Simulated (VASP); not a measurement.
Given:

```
MoSi2
1.0
   -1.58854     1.58854     3.89282
    1.58854    -1.58854     3.89282
    1.58854     1.58854    -3.89282
Si Mo
2 1
Cartesian
  0.00000   0.00000   5.17603
  0.00000   0.00000   2.60962
  0.00000   0.00000   0.00000
```

All values below come from LDA (Ceperley-Alder, Perdew-Zunger), VASP's LDA PAW potentials (set 64) (plane waves; VASP 6.6.1). Run with 500 eV cut-off, 13×13×13 Γ-centred mesh, first-order Methfessel-Paxton smearing of 0.10 eV, potentials Si Mo_sv.

**Question.** Predict the energy per atom (σ→0), band gap (on the k-mesh) with the smallest direct gap where there is one.

**Answer.** 
```json
{
  "band gap (on the k-mesh)": "none (metal, semimetal or under 0.01 eV)",
  "energy per atom (σ→0)": "-8606 meV/atom"
}
```

The compound is MoSi2 in the MoSi2 type structure. It was relaxed first.
